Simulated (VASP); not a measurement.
Output of a VASP run:

### OSZICAR
```
...
DAV:  15     0.169876034860E+02   -0.25824E-03   -0.30948E-04  2346   0.191E-01    0.104E-01
DAV:  16     0.169876246803E+02    0.21194E-04   -0.15449E-04  2026   0.172E-01    0.690E-02
DAV:  17     0.169877027952E+02    0.78115E-04   -0.17617E-04  2006   0.135E-01    0.269E-02
DAV:  18     0.169874582740E+02   -0.24452E-03   -0.88532E-04  1981   0.334E-01    0.189E-02
DAV:  19     0.169874556209E+02   -0.26531E-05   -0.37063E-05  2121   0.691E-02    0.145E-02
DAV:  20     0.169874522484E+02   -0.33725E-05   -0.83391E-06  2191   0.338E-02    0.727E-03
DAV:  21     0.169874512646E+02   -0.98378E-06   -0.52941E-06  2056   0.246E-02    0.885E-03
DAV:  22     0.169874501997E+02   -0.10650E-05   -0.61356E-07  2231   0.926E-03    0.754E-03
DAV:  23     0.169874509359E+02    0.73627E-06   -0.82340E-07  2066   0.860E-03    0.505E-03
DAV:  24     0.169874507172E+02   -0.21878E-06   -0.61954E-07  2051   0.778E-03    0.170E-03
DAV:  25     0.169874508620E+02    0.14479E-06   -0.47161E-08  1478   0.245E-03    0.174E-04
DAV:  26     0.169874511007E+02    0.23873E-06   -0.47295E-08  1123   0.226E-03    0.214E-04
DAV:  27     0.169874510869E+02   -0.13828E-07   -0.21763E-09  1078   0.503E-04
   1 F= 0.16987451E+02 E0= 0.16987472E+02  d E =0.169875E+02
       N       E                     dE             d eps       ncg     rms          rms(c)
DAV:   1     0.169862665859E+02   -0.11845E-02   -0.54054E-02  1986   0.174E+00    0.147E-01
DAV:   2     0.169869945733E+02    0.72799E-03   -0.83055E-04  2376   0.274E-01    0.873E-02
DAV:   3     0.169870028556E+02    0.82823E-05   -0.66108E-04  2096   0.185E-01    0.673E-02
DAV:   4     0.169871946961E+02    0.19184E-03   -0.25168E-04  2111   0.202E-01    0.206E-02
DAV:   5     0.169869986181E+02   -0.19608E-03   -0.14795E-04  2021   0.149E-01    0.751E-03
DAV:   6     0.169869959254E+02   -0.26926E-05   -0.92437E-06  2379   0.323E-02    0.182E-03
DAV:   7     0.169869952184E+02   -0.70700E-06   -0.12692E-06  2232   0.145E-02    0.173E-03
DAV:   8     0.169869956456E+02    0.42719E-06   -0.49633E-07  2046   0.824E-03    0.177E-03
DAV:   9     0.169869950982E+02   -0.54743E-06   -0.41101E-07  2016   0.667E-03    0.758E-04
DAV:  10     0.169869952486E+02    0.15040E-06   -0.19638E-08  1048   0.168E-03    0.207E-04
DAV:  11     0.169869952200E+02   -0.28594E-07   -0.49688E-09  1033   0.641E-04
   2 F= 0.16986995E+02 E0= 0.16987166E+02  d E =-.455867E-03
       N       E                     dE             d eps       ncg     rms          rms(c)
DAV:   1     0.169864479908E+02   -0.54726E-03   -0.31528E-02  1986   0.133E+00    0.112E-01
DAV:   2     0.169868743635E+02    0.42637E-03   -0.48608E-04  2371   0.210E-01    0.680E-02
DAV:   3     0.169868792663E+02    0.49029E-05   -0.38116E-04  2101   0.140E-01    0.533E-02
DAV:   4     0.169869959307E+02    0.11666E-03   -0.14701E-04  2126   0.155E-01    0.160E-02
DAV:   5     0.169868775706E+02   -0.11836E-03   -0.87728E-05  2036   0.115E-01    0.568E-03
DAV:   6     0.169868759809E+02   -0.15896E-05   -0.55381E-06  2369   0.250E-02    0.137E-03
DAV:   7     0.169868754848E+02   -0.49612E-06   -0.75982E-07  2255   0.112E-02    0.135E-03
DAV:   8     0.169868757943E+02    0.30950E-06   -0.28442E-07  2036   0.621E-03    0.138E-03
DAV:   9     0.169868754283E+02   -0.36600E-06   -0.21631E-07  2016   0.482E-03    0.531E-04
DAV:  10     0.169868755296E+02    0.10128E-06   -0.87903E-09  1033   0.118E-03    0.158E-04
DAV:  11     0.169868755105E+02   -0.19078E-07   -0.28020E-09  1013   0.484E-04
   3 F= 0.16986876E+02 E0= 0.16987171E+02  d E =-.575576E-03
```

### OUTCAR
```
------------------------ aborting loop because EDIFF is reached ----------------------------------------
  FORCE on cell =-STRESS in cart. coord.  units (eV):
  Direction    XX          YY          ZZ          XY          YZ          ZX
  --------------------------------------------------------------------------------------
  Total       -0.0473222     -0.0473222     -0.0386357      0.0000000     -0.0000000      0.0000000
  in kB       -1.2281041     -1.2281037     -1.0026709      0.0000000     -0.0000000      0.0000000
  external PRESSURE =      -1.1529596 kB  Pullay stress =       0.0000000 kB
  volume of cell :       61.74
      direct lattice vectors                 reciprocal lattice vectors
     1.784894685 -3.091527841  0.000000000     0.280128572 -0.161732330  0.000000000
     1.784894685  3.091527841 -0.000000000     0.280128572  0.161732330  0.000000000
    -0.000000000  0.000000000  5.594030400     0.000000000  0.000000000  0.178761989
 POSITION                                       TOTAL-FORCE (eV/Angst)
 -----------------------------------------------------------------------------------
      1.78489      1.03051      1.39851         0.000000     -0.000000      0.000000
      1.78489     -1.03051      4.19552        -0.000000      0.000000      0.000000
 -----------------------------------------------------------------------------------
    total drift:                                0.000000      0.000119     -0.000010
  FREE ENERGIE OF THE ION-ELECTRON SYSTEM (eV)
  ---------------------------------------------------
  free  energy   TOTEN  =        16.9868755105 eV

  energy  without entropy=       16.9877615033  energy(sigma->0) =       16.98717084

 reached required accuracy - stopping structural energy minimisation
```
(Selected blocks of OUTCAR.)

POSCAR:
```
Tb
1
    1.7898949142    -3.1001884858     0.0000000000
    1.7898949142     3.1001884858     0.0000000000
    0.0000000000     0.0000000000     5.5628192316
Tb
2
Direct
  0.3333330000   0.6666670000   0.2500000000
  0.6666670000   0.3333330000   0.7500000000
```

Reconstruct the remaining input files.

One answer among several that fit: the input of the run itself, MS2 meta-GGA, plane waves, VASP's PBE PAW potentials (set 64).

KPOINTS:
```
kpoints
0
Gamma
12 12 7
```

**INCAR**
```
LREAL = .FALSE.   ! projection in real space or not
LWAVE = .FALSE.
LMAXMIX = 6   ! l cut-off of mixed one-centre charges
ISIF = 4   ! ions and shape, fixed volume
EDIFF = 1E-7
SIGMA = 0.1   ! width (eV)
PREC = Accurate
NSW = 30
ENCUT = 520   ! plane-wave cut-off (eV)
IBRION = 2   ! conjugate gradients
ALGO = Normal   ! blocked Davidson
ISMEAR = 1   ! Methfessel-Paxton
LASPH = .TRUE.
LCHARG = .FALSE.
NELM = 100
LMIXTAU = .TRUE.
EDIFFG = -0.01   ! ionic stop
SYSTEM = Tb
METAGGA = MS2
```

POTCAR, in this order: Tb_3 (PBE.64 set). Program: vasp_std.

The 4f electrons are frozen in the core of the lanthanide potential, so 4f levels, which can set the real gap, and their magnetism are missing.

The compound is Tb in the hcp structure. This run relaxes it. Symmetry was kept, so distortions that lower it aren't found.
